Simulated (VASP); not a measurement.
Level of theory: PBE GGA, VASP's PBE PAW potentials (set 64) (plane waves; VASP).

A VASP calculation is set up with these files.

File KPOINTS:
```
Automatic mesh
0
Gamma
11 11 11
0 0 0
```

**POSCAR**
```
NdB2
1
   -1.7926520000     1.7926520000     4.3875910000
    1.7926520000    -1.7926520000     4.3875910000
    1.7926520000     1.7926520000    -4.3875910000
Nd B
1 2
Direct
  0.0000000000   0.0000000000   0.0000000000
  0.3353000000   0.3353000000   0.0000000000
  0.6647000000   0.6647000000   0.0000000000
```

**INCAR**
```
# general
SYSTEM =NdB2
PREC   =Accurate
ENCUT  =520
LREAL  =.FALSE.
LASPH  =.TRUE.

# electronic loop
EDIFF  =1E-2
NELM   =100
ALGO   =Normal
LMAXMIX=6

# smearing
ISMEAR =1
SIGMA  =0.1

# functional
GGA    =PE

# ions
ISIF   =2

# output
LWAVE  =.FALSE.
LCHARG =.FALSE.
```

POTCAR, in this order: Nd_3 B (PBE.64 set). Program: vasp_std.

Output of the run:

OUTCAR:
```
 ion  position               nearest neighbor table
   1  0.000  0.000  0.000-   3 2.92   3 2.92   3 2.92   2 2.92   3 2.92   2 2.92   2 2.92   2 2.92
                             2 2.94   3 2.94
   2  0.335  0.335  0.000-   1 2.92   1 2.92   1 2.92   1 2.92   1 2.94
   3  0.665  0.665  0.000-   1 2.92   1 2.92   1 2.92   1 2.92   1 2.94
  LATTYP: Found a body centered tetragonal cell.
 ALAT       =     3.5853040000
 C/A-ratio  =     2.4475419658
 Subroutine PRICEL returns:
 Original cell was already a primitive cell.
 Subroutine GETGRP returns: Found 16 space group operations
The static configuration has the point symmetry D_4h.
The dynamic configuration has the point symmetry D_4h.
 Subroutine INISYM returns: Found 16 space group operations
 Subroutine IBZKPT returns following result:
 Found    126 irreducible k-points:

 Following reciprocal coordinates:
            Coordinates               Weight
  0.000000  0.000000  0.000000      1.000000
  0.090909  0.000000 -0.000000      8.000000
  0.181818  0.000000  0.000000      8.000000
  0.272727  0.000000 -0.000000      8.000000
  0.363636  0.000000 -0.000000      8.000000
  0.454545  0.000000 -0.000000      8.000000
  0.090909  0.090909 -0.000000      8.000000
  0.181818  0.090909  0.000000     16.000000
  0.272727  0.090909 -0.000000     16.000000
  0.363636  0.090909 -0.000000     16.000000
  0.454545  0.090909  0.000000     16.000000
 -0.454545  0.090909  0.000000     16.000000
 -0.363636  0.090909  0.000000     16.000000
 -0.272727  0.090909  0.000000     16.000000
 -0.181818  0.090909 -0.000000     16.000000
 -0.090909  0.090909  0.000000      4.000000
  0.181818  0.181818  0.000000      8.000000
  0.272727  0.181818 -0.000000     16.000000
  0.363636  0.181818  0.000000     16.000000
  0.454545  0.181818  0.000000     16.000000
 -0.454545  0.181818  0.000000     16.000000
...
```

**OSZICAR**
```
       N       E                     dE             d eps       ncg     rms          rms(c)
DAV:   1     0.856779494877E+02    0.85678E+02   -0.76816E+03  3024   0.125E+03
DAV:   2    -0.972878764198E+01   -0.95407E+02   -0.91753E+02  3608   0.252E+02
DAV:   3    -0.135644072758E+02   -0.38356E+01   -0.36902E+01  4692   0.435E+01
DAV:   4    -0.137087297933E+02   -0.14432E+00   -0.14396E+00  4068   0.779E+00
DAV:   5    -0.137127540024E+02   -0.40242E-02   -0.40233E-02  3876   0.119E+00    0.500E+00
DAV:   6    -0.135941873168E+02    0.11857E+00   -0.22037E-01  4268   0.340E+00    0.281E+00
DAV:   7    -0.135594856936E+02    0.34702E-01   -0.11504E-01  4728   0.278E+00    0.492E-01
DAV:   8    -0.135583921133E+02    0.10936E-02   -0.71169E-03  1724   0.639E-01
   1 F= -.13558392E+02 E0= -.13558951E+02  d E =0.167765E-02
```

**OUTCAR**
```
------------------------ aborting loop because EDIFF is reached ----------------------------------------
  FORCE on cell =-STRESS in cart. coord.  units (eV):
  Direction    XX          YY          ZZ          XY          YZ          ZX
  --------------------------------------------------------------------------------------
  Total       -1.6398746     -1.6398746     -6.1088441      0.0000000      0.0000000     -0.0000000
  in kB      -46.5846803    -46.5846803   -173.5367719      0.0000000      0.0000000     -0.0000000
  external PRESSURE =     -88.9020442 kB  Pullay stress =       0.0000000 kB
  volume of cell :       56.40
      direct lattice vectors                 reciprocal lattice vectors
    -1.792652000  1.792652000  4.387591000     0.000000000  0.278916376  0.113957750
     1.792652000 -1.792652000  4.387591000     0.278916376  0.000000000  0.113957750
     1.792652000  1.792652000 -4.387591000     0.278916376  0.278916376  0.000000000
 POSITION                                       TOTAL-FORCE (eV/Angst)
 -----------------------------------------------------------------------------------
      0.00000      0.00000      0.00000         0.000000      0.000000     -0.000000
      0.00000      0.00000      2.94232         0.000000      0.000000     -0.357435
      0.00000      0.00000      5.83286        -0.000000     -0.000000      0.357435
 -----------------------------------------------------------------------------------
    total drift:                               -0.000000      0.000000     -0.000000
  FREE ENERGIE OF THE ION-ELECTRON SYSTEM (eV)
  ---------------------------------------------------
  free  energy   TOTEN  =       -13.5583921133 eV

  energy  without entropy=      -13.5600697612  energy(sigma->0) =      -13.55895133
```
(Selected blocks of OUTCAR.)

OUTCAR:
```
 val. band max:        3.1269038759   @ k =  -0.1818   0.4545   0.1818

 cond. band min:       3.1378264521   @ k =  -0.0909   0.0909   0.0909


 Fermi energy:         3.1324827496

 k-point     1 :       0.0000    0.0000    0.0000
  band No.  band energies     occupation
      1     -34.4760      2.00000
      2     -15.6225      2.00000
      3     -15.3119      2.00000
      4     -15.3119      2.00000
      5      -5.2905      2.00000
      6       0.0056      2.00000
      7       0.3199      2.00000
      8       2.8530      2.00056
      9       2.8530      2.00056
     10       3.1216      1.18256
     11       6.2223      0.00000
     12       6.2225      0.00000

 k-point     2 :       0.0909    0.0000   -0.0000
  band No.  band energies     occupation
      1     -34.4714      2.00000
      2     -15.6187      2.00000
      3     -15.3789      2.00000
      4     -15.3060      2.00000
      5      -5.1599      2.00000
      6      -0.2593      2.00000
      7       0.5110      2.00000
      8       2.8914      2.00342
      9       2.9482      2.02566
     10       3.1853      0.22983
     11       5.7052      0.00000
     12       6.0397      0.00000

 k-point     3 :       0.1818    0.0000    0.0000
  band No.  band energies     occupation
      1     -34.4591      2.00000
      2     -15.6095      2.00000
      3     -15.5517      2.00000
      4     -15.2899      2.00000
      5      -4.7907      2.00000
      6      -0.7409      2.00000
      7       0.8171      2.00000
      8       2.8382      2.00026
      9       3.2093      0.03738
     10       3.3619     -0.00552
     11       4.9081     -0.00000
     12       5.7360      0.00000

 k-point     4 :       0.2727    0.0000   -0.0000
  band No.  band energies     occupation
      1     -34.4428      2.00000
      2     -15.7718      2.00000
      3     -15.5924      2.00000
      4     -15.2686      2.00000
      5      -4.2412      2.00000
      6      -1.2784      2.00000
...
```

The 4f electrons are frozen in the core of the lanthanide potential, so 4f levels, which can set the real gap, and their magnetism are missing.

The structure was generated: NdB2 was put into the MoSi2 type (I4/mmm), which need not be its known phase. The cell was not relaxed at this level. The run is one of a series of settings (EDIFF = 1E-2 against the base run), some of them coarse on purpose. The electron count is odd and the run is not spin-polarised, which forces a metal.
